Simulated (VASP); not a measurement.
Calculation: PBE GGA, VASP's PBE PAW potentials (set 64) (plane waves; VASP).

A VASP calculation is set up with these files.

**POSCAR**
```
Ni3Si
1
    3.5035675767     0.0000000000     0.0000000000
    0.0000000000     3.5035675767     0.0000000000
    0.0000000000     0.0000000000     3.5035675767
Si Ni
1 3
Direct
  0.0000000000   0.0000000000   0.0000000000
  0.0000000000   0.5000000000   0.5000000000
  0.5000000000   0.0000000000   0.5000000000
  0.5000000000   0.5000000000   0.0000000000
```

INCAR:
```
ALGO=Normal
EDIFF=1E-7
EDIFFG=-0.01
ENCUT=480
GGA=PE
IBRION=2
ISIF=3
ISMEAR=1
LASPH=.TRUE.
LCHARG=.FALSE.
LMAXMIX=4
LREAL=.FALSE.
LWAVE=.FALSE.
NELM=100
NSW=40
PREC=Accurate
PSTRESS=100
SIGMA=0.1
SYSTEM=Ni3Si
```

File KPOINTS:
```
Automatic mesh
0
Gamma
8 8 8
0 0 0
```

POTCAR, in this order: Si Ni (PBE.64 set). Program: vasp_std.

Energy and stress use the plane-wave basis of the starting cell.

Q: Estimate the energy per atom (σ→0), volume per atom, band gap (on the k-mesh).

A: 
| Item | Value |
|---|---|
| energy per atom (σ→0) | -5.907 eV/atom |
| band gap (on the k-mesh) | none (metal, semimetal or under 0.01 eV) |
| volume per atom | 10.33 Å³/atom |

OSZICAR:
```
...
DAV:   4    -0.236382733942E+02    0.19950E-01   -0.23506E-01  1562   0.390E+00    0.115E+00
DAV:   5    -0.236262559304E+02    0.12017E-01   -0.27746E-02  1919   0.261E+00    0.300E-01
DAV:   6    -0.236255495054E+02    0.70642E-03   -0.37806E-03  1588   0.814E-01    0.653E-02
DAV:   7    -0.236256004827E+02   -0.50977E-04   -0.14331E-04  2158   0.903E-02    0.409E-02
DAV:   8    -0.236256103678E+02   -0.98851E-05   -0.25277E-06  1663   0.165E-02    0.516E-03
DAV:   9    -0.236256090971E+02    0.12707E-05   -0.10017E-06  1630   0.878E-03    0.250E-03
DAV:  10    -0.236256090818E+02    0.15285E-07   -0.12983E-07   941   0.425E-03
   3 F= -.21046587E+02 E0= -.21047048E+02  d E =-.527587E-01
```

The compound is Ni3Si in the L1_2 structure. This run relaxes it under an external pressure of 10 GPa. Symmetry was kept, so distortions that lower it aren't found. The run is not spin-polarised, so no magnetic state was tried.
